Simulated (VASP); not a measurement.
An input for Ansatz (written as the equivalent of a VASP run, and not itself run):

Ansatz 0.2 input:
```yaml
crystal:
  lattice:
    - [1.6590954, -5.1245831, 0.0000000]
    - [1.6590954, 5.1245831, 0.0000000]
    - [0.0000000, 0.0000000, 4.1982713]
  atoms:
    - { symbol: P, position: [0.1055734, 0.8944266, 0.9268484] }
    - { symbol: P, position: [0.3944266, 0.6055734, 0.4268484] }
    - { symbol: P, position: [0.6055734, 0.3944266, 0.5731516] }
    - { symbol: P, position: [0.8944266, 0.1055734, 0.0731516] }
kpoints:
  mp_grid: { grid: [9, 9, 7] }
hamiltonian:
  xc: pbesol
  pseudopotentials: { kind: paw }
scf:
  occupations: { method: methfessel_paxton, width: 0.1 }
  max_iter: 100
relax:
  max_steps: 60
  f_tol: 0.02
  cell: {}
output: { forces: true, stress: true, eigenvalues: true }
```

Question: Translate this input to VASP (INCAR, KPOINTS, POSCAR, choice of POTCAR).

Answer: One answer among several that fit: 
KPOINTS:
```
Automatic mesh
0
Gamma
9 9 7
0 0 0
```

**INCAR**
```
SYSTEM = P
PREC = Accurate
ENCUT = 520
EDIFF = 1E-6
NELM = 100
ALGO = Normal
LREAL = .FALSE.
LASPH = .TRUE.
ISMEAR = 1
SIGMA = 0.1
GGA = PS
LWAVE = .FALSE.
LCHARG = .FALSE.
IBRION = 2
ISIF = 3
NSW = 60
EDIFFG = -0.02
```

POSCAR:
```
P
1.0
  1.6590954393  -5.1245831028   0.0000000000
  1.6590954393   5.1245831028   0.0000000000
  0.0000000000   0.0000000000   4.1982712734
P
4
Cart
  1.6590954393   4.0425434554   3.8911608962
  1.6590954393   1.0820396474   1.7920252595
  1.6590954393  -1.0820396474   2.4062460139
  1.6590954393  -4.0425434554   0.3071103772
```

POTCAR, in this order: P (PBE.64 set). Program: vasp_std.

The two are equivalent in intent, not identical: each code has its own PAW files, so the cut-off isn't converted (ENCUT is set for VASP's; basis.ecutwfc is left out, and Ansatz then takes the one that its files recommend); Ansatz stops its SCF on the density residual and VASP on the energy change (EDIFF).

The compound is P in the black structure. It was relaxed first, which changed the volume by -6 %. The start is the result of an earlier pass.
